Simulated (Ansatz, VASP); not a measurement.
# Cross-check of HfO2 between VASP and Ansatz, part 3 of 3

Aim: how closely do two programs agree when they are given the same cell, functional and k mesh? The cell is taken from a series of runs on this material, whose earlier steps may have relaxed, scaled, displaced or heated it; both programs get it as it stands.

VASP 6.6.1 and Ansatz 0.2.0.

So far: The starting structure; Ansatz: zone-centre phonons, LDA; VASP: zone-centre phonons, LDA.

### Step 3. VASP: zone-centre phonons, LDA (continued)

Level of this step: LDA; plane waves and PAW (O, Hf_pv) (VASP).

Numbers of over 12 decimals in the logs are rounded to 6 here.

Parts of OUTCAR (step 3):

```text
ion  position               nearest neighbor table
   1  0.250  0.250  0.250-   3 2.18   3 2.18   3 2.18   3 2.18
   2  0.750  0.750  0.750-   3 2.18   3 2.18   3 2.18   3 2.18
   3  0.000  0.000  0.000-   2 2.18   1 2.18   2 2.18   1 2.18   2 2.18   2 2.18   1 2.18   1 2.18

  LATTYP: Found a body centered tetragonal cell.
 ALAT       =     3.5203538889
 C/A-ratio  =     1.4634280064

 Subroutine GETGRP returns: Found 16 space group operations
 (whereof 16 operations were pure point group operations)

The static configuration has the point symmetry D_4h.

 Found     59 irreducible k-points:

   k-points           NKPTS =     59   k-points in BZ     NKDIM =     59   number of bands    NBANDS=     17

   dimension x,y,z NGX =    30 NGY =   30 NGZ =   28
   dimension x,y,z NGXF=    60 NGYF=   60 NGZF=   56

   ENCUT  =  600.0 eV  44.10 Ry    6.64 a.u.   7.15  7.15  7.03*2*pi/ulx,y,z

   NELECT =      22.0000    total number of electrons

 k-points in reciprocal lattice and weights: Automatic mesh
   0.00000000  0.00000000  0.00000000       0.002
   0.12500000  0.00000000  0.00000000       0.016
   0.25000000  0.00000000  0.00000000       0.016
   0.37500000  0.00000000  0.00000000       0.016
   0.50000000  0.00000000  0.00000000       0.008
   0.12500000  0.12500000  0.00000000       0.004
   0.25000000  0.12500000  0.00000000       0.016
   0.37500000  0.12500000  0.00000000       0.016
   0.50000000  0.12500000  0.00000000       0.016
[...]
-0.37500000  0.12500000  0.50000000       0.008
  -0.25000000  0.25000000  0.50000000       0.004

 average (electrostatic) potential at core
       1 -70.4877       2 -70.4877       3 -37.4199

  Total       -0.6702802     -0.6702802     -3.9776257      0.0000000     -0.0000000      0.0000000
  in kB      -33.6408273    -33.6408273   -199.6338399      0.0000000     -0.0000000      0.0000000
  external PRESSURE =     -88.9718315 kB  Pullay stress =       0.0000000 kB

  energy-cutoff  :      600.00
  volume of cell :       31.92
      direct lattice vectors                 reciprocal lattice vectors
     0.000000000  2.489266107  2.575892237    -0.200862414  0.200862414  0.194107499
     2.489266107  0.000000000  2.575892237     0.200862414 -0.200862414  0.194107499
     2.489266107  2.489266107  0.000000000     0.200862414  0.200862414 -0.194107499

 POSITION                                       TOTAL-FORCE (eV/Angst)
 -----------------------------------------------------------------------------------
      1.24463      1.24463      1.28795        -0.000000     -0.000000      0.000000
      3.73390      3.73390      3.86384         0.000000      0.000000     -0.000000
      0.00000      0.00000      0.00000        -0.000000      0.000000      0.000000
 -----------------------------------------------------------------------------------
    total drift:                                0.000000     -0.000000      0.000000

 MACROSCOPIC STATIC DIELECTRIC TENSOR (including local field effects in DFT)
 ------------------------------------------------------
           5.283623     0.000000     0.000000
           0.000000     5.283623     0.000000
           0.000000     0.000000     5.532080
 ------------------------------------------------------

 PIEZOELECTRIC TENSOR (including local field effects)  for field in x, y, z        (C/m^2)
          XX          YY          ZZ          XY          YZ          ZX
  --------------------------------------------------------------------------------
  x     0.00000     0.00000     0.00000     0.00000     0.00000     0.00000
  y     0.00000     0.00000     0.00000     0.00000     0.00000     0.00000
  z     0.00000     0.00000     0.00000     0.00000     0.00000     0.00000

 BORN EFFECTIVE CHARGES (including local field effects) (in |e|, cummulative output)
 ---------------------------------------------------------------------------------
 ion    1
    1    -2.73265     0.00000     0.00000
    2     0.00000    -2.73265     0.00000
    3     0.00000     0.00000    -2.85466
 ion    2
    1    -2.73265     0.00000     0.00000
    2     0.00000    -2.73265     0.00000
    3     0.00000     0.00000    -2.85466
 ion    3
    1     5.46531     0.00000     0.00000
    2     0.00000     5.46531     0.00000
    3     0.00000     0.00000     5.70931

 Eigenvectors and eigenvalues of the dynamical matrix
 ----------------------------------------------------

   1 f  =   17.810782 THz   111.908441 2PiTHz  594.103724 cm-1    73.659441 meV
             X         Y         Z           dx          dy          dz
      1.244633  1.244633  1.287946    -0.461569    0.535681   -0.000000
      3.733899  3.733899  3.863838     0.461569   -0.535681    0.000000
      0.000000  0.000000  0.000000     0.000000   -0.000000    0.000000

   2 f  =   17.810782 THz   111.908441 2PiTHz  594.103724 cm-1    73.659441 meV
             X         Y         Z           dx          dy          dz
      1.244633  1.244633  1.287946     0.535681    0.461569    0.000000
      3.733899  3.733899  3.863838    -0.535681   -0.461569   -0.000000
      0.000000  0.000000  0.000000     0.000000   -0.000000    0.000000

   3 f  =   16.050819 THz   100.850272 2PiTHz  535.397704 cm-1    66.380825 meV
             X         Y         Z           dx          dy          dz
      1.244633  1.244633  1.287946    -0.000000    0.000000    0.707107
      3.733899  3.733899  3.863838    -0.000000   -0.000000   -0.707107
      0.000000  0.000000  0.000000     0.000000   -0.000000    0.000000

   4 f  =    6.736630 THz    42.327494 2PiTHz  224.709784 cm-1    27.860450 meV
             X         Y         Z           dx          dy          dz
      1.244633  1.244633  1.287946     0.650819    0.000000    0.000000
      3.733899  3.733899  3.863838     0.650819    0.000000   -0.000000
      0.000000  0.000000  0.000000    -0.390984   -0.000000   -0.000000

   5 f  =    6.736630 THz    42.327494 2PiTHz  224.709784 cm-1    27.860450 meV
             X         Y         Z           dx          dy          dz
      1.244633  1.244633  1.287946    -0.000000    0.650819    0.000000
      3.733899  3.733899  3.863838    -0.000000    0.650819    0.000000
      0.000000  0.000000  0.000000     0.000000   -0.390984   -0.000000

   6 f  =    6.458031 THz    40.577007 2PiTHz  215.416736 cm-1    26.708259 meV
             X         Y         Z           dx          dy          dz
      1.244633  1.244633  1.287946    -0.000000    0.000000   -0.650960
      3.733899  3.733899  3.863838     0.000000    0.000000   -0.650960
      0.000000  0.000000  0.000000     0.000000   -0.000000    0.390516

   7 f/i=    0.004284 THz     0.026914 2PiTHz    0.142884 cm-1     0.017715 meV
             X         Y         Z           dx          dy          dz
      1.244633  1.244633  1.287946    -0.000000   -0.000000    0.276137
      3.733899  3.733899  3.863838    -0.000000   -0.000000    0.276137
      0.000000  0.000000  0.000000    -0.000000   -0.000000    0.920596

   8 f/i=    0.007895 THz     0.049608 2PiTHz    0.263359 cm-1     0.032652 meV
             X         Y         Z           dx          dy          dz
      1.244633  1.244633  1.287946    -0.033700   -0.274406   -0.000000
      3.733899  3.733899  3.863838    -0.033700   -0.274406   -0.000000
      0.000000  0.000000  0.000000    -0.112193   -0.913534   -0.000000

   9 f/i=    0.007895 THz     0.049608 2PiTHz    0.263359 cm-1     0.032652 meV
             X         Y         Z           dx          dy          dz
      1.244633  1.244633  1.287946     0.274406   -0.033700   -0.000000
      3.733899  3.733899  3.863838     0.274406   -0.033700   -0.000000
      0.000000  0.000000  0.000000     0.913534   -0.112193   -0.000000

 MACROSCOPIC STATIC DIELECTRIC TENSOR IONIC CONTRIBUTION
 ------------------------------------------------------
          33.490408    -0.000000     0.000000
          -0.000000    33.490408     0.000000
           0.000000     0.000000    39.826908
 ------------------------------------------------------

 ELASTIC MODULI CONTR FROM IONIC RELAXATION (kBar)
 Direction    XX          YY          ZZ          XY          YZ          ZX
 --------------------------------------------------------------------------------
 XX          -0.0000     -0.0000      0.0000     -0.0000      0.0000      0.0000
 YY          -0.0000     -0.0000      0.0000     -0.0000      0.0000      0.0000
 ZZ           0.0000      0.0000     -0.0000      0.0000     -0.0000     -0.0000
 XY          -0.0000     -0.0000      0.0000   -245.2247      0.0000      0.0000
 YZ           0.0000      0.0000     -0.0000      0.0000   -253.7609      0.0000
 ZX           0.0000      0.0000     -0.0000      0.0000     -0.0000   -242.1238
 --------------------------------------------------------------------------------

 PIEZOELECTRIC TENSOR IONIC CONTR  for field in x, y, z        (C/m^2)
          XX          YY          ZZ          XY          YZ          ZX
  --------------------------------------------------------------------------------
  x     0.00000     0.00000    -0.00000    -0.00000    -0.00000    -0.00000
  y     0.00000     0.00000    -0.00000    -0.00000     0.00000    -0.00000
  z     0.00000     0.00000    -0.00000     0.00000     0.00000    -0.00000
```

Energies printed during the response cycles are not total energies of the cell. Harder data sets than Hf_pv exist (the GW ones), and pressures, volumes and forces can shift noticeably with them.

### Step 4. Comparison

Known differences besides the potentials themselves: the two LDA forms differ slightly; fixed occupations in Ansatz, narrow Gaussian smearing in VASP; the data sets hold 38 valence electrons in Ansatz (on its PAW soft_1 files) and 22 in VASP; the cutoff is 420 eV in Ansatz and 600 eV in VASP; VASP's log shows a relativistic correction to its local exchange, Ansatz's none. Total energies have different zeros and are not compared.

Both answers:

| quantity | Ansatz | VASP | difference |
| --- | --- | --- | --- |
| ε∞ xx | 5.33 | 5.28 | +0.93 % |
| ε∞ yy | 5.33 | 5.28 | +0.93 % |
| ε∞ zz | 5.59 | 5.53 | +0.97 % |
| Born charge of O1 (mean of the diagonal) (e) | -2.79 | -2.77 | -0.02 |
| Born charge of Hf3 (mean of the diagonal) (e) | 5.58 | 5.55 | +0.04 |
| optical mode 1 (cm⁻¹) | 219.0 | 215.4 | +1.67 % |
| optical mode 2 to 3 (cm⁻¹) | 228.0 | 224.7 | +1.46 % |
| optical mode 4 (cm⁻¹) | 538.7 | 535.4 | +0.62 % |
| optical mode 5 to 6 (cm⁻¹) | 596.4 | 594.1 | +0.38 % |

Modes are paired by rising frequency, not by their patterns, so a pair may set unlike modes beside each other; they are those without the splitting of longitudinal modes.

### Step 5. What came out

| Property | Result |
| --- | --- |
| r.m.s. difference of the optical zone-centre modes, each program's sorted by frequency (zone-centre phonons, LDA) | 3.1 cm⁻¹ |
| difference in optical mode 1 (zone-centre phonons, LDA) | +1.7 % |

The r.m.s. difference of the optical zone-centre modes, each program's sorted by frequency is 3.1 cm⁻¹ (zone-centre phonons, LDA). The data sets hold unlike numbers of valence electrons (38 in Ansatz and 22 in VASP), so part of the differences comes from the potentials. Among the rows given in per cent, the largest difference of the zone-centre phonons, LDA pair is in optical mode 1, +1.7 %. How closely two codes agree says nothing of how well the functional describes the real material.

[Lines on the potential files, build, host, timing and source positions are cut from VASP's logs without a mark.]

[Logs are printed without paths, hosts, clocks, repeated set-up lines and the standing remarks that a program may print on its own settings, such as how far it seeks lower states.]

[Hosts, paths, dates, database ids (printed as entryN), source tags and the programs' standing remarks are cut or masked in the printed files.]
